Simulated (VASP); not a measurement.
Level of theory: HSE06 screened hybrid, VASP's PBE PAW potentials (set 64) (plane waves; VASP).

A VASP calculation is set up with these files.

INCAR:
```
LASPH  =  .TRUE.   # aspherical one-centre terms
LWAVE  =  .FALSE.
NELMIN  =  4
HFSCREEN  =  0.2
EDIFF  =  1E-5
ISIF  =  0
GGA  =  PE
LHFCALC  =  .TRUE.
PREC  =  Normal
ENCUT  =  400
LCHARG  =  .FALSE.
ALGO  =  Normal   # blocked Davidson
LREAL  =  Auto   # projection in real space or not
AEXX  =  0.25
ISYM  =  0
NELM  =  50   # most electronic steps
PRECFOCK  =  Fast
SYSTEM  =  Ga32OP31
NELECT  =  256.0
LMAXMIX  =  4   # l cut-off of mixed one-centre charges
ISMEAR  =  0
SIGMA  =  0.05   # width (eV)
```

File POSCAR:
```
Ga32OP31
1
   11.0671092084     0.0000000000     0.0000000000
    0.0000000000    11.0671092084     0.0000000000
    0.0000000000     0.0000000000    11.0671092084
Ga P O
32 31 1
Direct
  0.4990093707   0.0016357141   0.0016227644
  0.7500529114   0.2503159534   0.9999394879
  0.7499502845   0.9999470080   0.2498020547
  0.0002905366   0.9996848910   0.9995072845
  0.2516695773   0.2495257693   0.0013866378
  0.5002858003   0.5002458512   0.9996379417
  0.7505462584   0.7482068333   0.0014762298
  0.2515413216   0.0016652896   0.2492973583
  0.5089299142   0.2583563956   0.2581407558
  0.7408479995   0.4905957540   0.2593322037
  0.5001463615   0.0000674201   0.4999677211
  0.7407088562   0.2595455698   0.4894922236
  0.7505893463   0.0019390582   0.7482562433
  0.9981539614   0.5009198617   0.0017441526
  0.2495172119   0.7504560999   0.9996824742
  0.9999671040   0.2499281690   0.2496307587
  0.2492199070   0.4998104452   0.2499243581
  0.5003648064   0.7504103536   0.2497649306
  0.9981175045   0.0017969493   0.5007438948
  0.2493600035   0.2497873861   0.4997551800
  0.5061077937   0.4940669043   0.4942573770
  0.7501100789   0.7505045217   0.4996905600
  0.2495814466   0.9996612254   0.7503433320
  0.5006411808   0.2496399056   0.7501166612
  0.7502672623   0.4993466781   0.7500603345
  0.9982264180   0.7485002657   0.2495626732
  0.9999526806   0.4998415665   0.5002285231
  0.2513833491   0.7485623388   0.5008043580
  0.9981709175   0.2494551003   0.7483194593
  0.2512941499   0.5007755920   0.7487162459
  0.4992035185   0.7490463598   0.7486554261
  0.0003106265   0.7503714939   0.7504539403
  0.6259154462   0.1288157337   0.1285771997
  0.8710587019   0.3742845377   0.1289670061
  0.8711479334   0.1288151950   0.3737841516
  0.1250741222   0.1252265928   0.1248960233
  0.3789797522   0.3763774104   0.1288269653
  0.6241264034   0.6207940534   0.1292063153
  0.8746817924   0.8749792593   0.1249304159
  0.3790463842   0.1291323185   0.3759228797
  0.8709427222   0.6209352163   0.3761530601
  0.6243926656   0.1293985952   0.6203284635
  0.8706805345   0.3754860246   0.6204914083
  0.8747574820   0.1252899983   0.8750606583
  0.1247794810   0.6251422201   0.1251784731
  0.3750670164   0.8749626579   0.1251737623
  0.1246571976   0.3748404745   0.3749451698
  0.3785081893   0.6214403351   0.3736115950
  0.6249857527   0.8752038890   0.3748359508
  0.1248074014   0.1250656707   0.6250373149
  0.3784157912   0.3734606292   0.6215858887
  0.6264247664   0.6216548031   0.6216533881
  0.8748032403   0.8750818385   0.6250377964
  0.3752025787   0.1251138380   0.8747867778
  0.6250608033   0.3749352264   0.8749531605
  0.8748122518   0.6247005729   0.8747742438
  0.1250004224   0.8751964553   0.3750608970
  0.1249126017   0.6248528330   0.6250045717
  0.3750897708   0.8751825097   0.6247885560
  0.1246307369   0.3750073177   0.8749849997
  0.3751640538   0.6251158437   0.8749486175
  0.6251298095   0.8753515472   0.8750413316
  0.1250132603   0.8750122821   0.8749686757
  0.6275784747   0.3734473958   0.3736057364
```

KPOINTS:
```
Automatic mesh
0
G
1 1 1
0 0 0
```

POTCAR, in this order: Ga P O (PBE.64 set). Program: vasp_gam. Read from the step before: WAVECAR.

Output

### OSZICAR
```
       N       E                     dE             d eps       ncg     rms          rms(c)
DAV:   1    -0.346534965204E+03   -0.34653E+03   -0.17106E+01   322   0.108E+01    0.106E+01
DAV:   2    -0.346667903226E+03   -0.13294E+00   -0.65627E-01   355   0.137E+00    0.711E+00
DAV:   3    -0.346630729370E+03    0.37174E-01   -0.33365E-02   363   0.416E-01    0.414E+00
DAV:   4    -0.346618102360E+03    0.12627E-01   -0.22022E-02   355   0.247E-01    0.232E+00
DAV:   5    -0.346612600380E+03    0.55020E-02   -0.29234E-03   372   0.140E-01    0.129E+00
DAV:   6    -0.346611105807E+03    0.14946E-02   -0.29831E-03   348   0.983E-02    0.698E-01
DAV:   7    -0.346610443820E+03    0.66199E-03   -0.20521E-04   364   0.439E-02    0.383E-01
DAV:   8    -0.346610255160E+03    0.18866E-03   -0.28478E-04   356   0.321E-02    0.202E-01
DAV:   9    -0.346610187678E+03    0.67482E-04   -0.39344E-05   284   0.152E-02    0.109E-01
DAV:  10    -0.346610168611E+03    0.19067E-04   -0.33212E-05   252   0.126E-02    0.549E-02
DAV:  11    -0.346610164618E+03    0.39930E-05   -0.68866E-06   188   0.566E-03
   1 F= -.34661016E+03 E0= -.34661016E+03  d E =-.699916E-17
```

### OUTCAR
```
------------------------ aborting loop because EDIFF is reached ----------------------------------------
  volume of cell :     1355.51
      direct lattice vectors                 reciprocal lattice vectors
    11.067109208  0.000000000  0.000000000     0.090357832  0.000000000  0.000000000
     0.000000000 11.067109208  0.000000000     0.000000000  0.090357832  0.000000000
     0.000000000  0.000000000 11.067109208     0.000000000  0.000000000  0.090357832
  FREE ENERGIE OF THE ION-ELECTRON SYSTEM (eV)
  ---------------------------------------------------
  free  energy   TOTEN  =      -346.6101646180 eV

  energy  without entropy=     -346.6101646180  energy(sigma->0) =     -346.61016462

  exchange ACFDT corr.  =         0.00000000  see jH, gK, PRB 81, 115126
```
(Selected blocks of OUTCAR.)

### OUTCAR
```
 val. band max:        2.3439761028   @ k =   0.0000   0.0000   0.0000

 cond. band min:       3.5760783060   @ k =   0.0000   0.0000   0.0000


 Fermi energy:         2.6468101012

 k-point     1 :       0.0000    0.0000    0.0000
  band No.  band energies     occupation
      1     -17.9518      2.00000
      2     -10.8843      2.00000
      3      -9.9355      2.00000
      4      -9.9301      2.00000
      5      -9.9297      2.00000
      6      -9.8794      2.00000
      7      -9.8793      2.00000
      8      -9.7798      2.00000
      9      -9.1542      2.00000
     10      -9.1526      2.00000
     11      -9.1519      2.00000
     12      -9.1193      2.00000
     13      -9.1143      2.00000
     14      -9.1125      2.00000
     15      -9.0866      2.00000
     16      -9.0845      2.00000
     17      -9.0809      2.00000
     18      -9.0502      2.00000
     19      -9.0491      2.00000
     20      -8.9617      2.00000
     21      -8.9599      2.00000
     22      -8.9596      2.00000
     23      -8.9525      2.00000
     24      -8.4474      2.00000
     25      -8.0652      2.00000
     26      -8.0638      2.00000
     27      -7.9989      2.00000
     28      -7.9971      2.00000
     29      -7.9945      2.00000
     30      -7.9931      2.00000
     31      -7.9589      2.00000
     32      -7.9588      2.00000
     33      -4.7460      2.00000
     34      -4.7316      2.00000
     35      -4.7022      2.00000
     36      -4.5544      2.00000
     37      -4.5483      2.00000
     38      -4.5397      2.00000
     39      -4.5291      2.00000
     40      -4.4369      2.00000
     41      -4.4366      2.00000
     42      -4.4338      2.00000
     43      -4.3954      2.00000
     44      -4.3950      2.00000
     45      -4.3940      2.00000
     46      -3.7935      2.00000
     47      -3.4850      2.00000
     48      -3.4665      2.00000
     49      -3.4154      2.00000
     50      -3.2702      2.00000
     51      -3.2685      2.00000
...
```

The cell is charged, with a uniform compensating background. The supercell is sampled at Γ alone, which is coarse: total energies, pressure and levels can be off, energies of defects by several tenths of an eV.

The cell is a supercell with a defect, built from GaP (zinc blende): O_P, charge +1. The cell's shape comes from a PBE relaxation. The run is not spin-polarised, so no state with unpaired spins was tried.
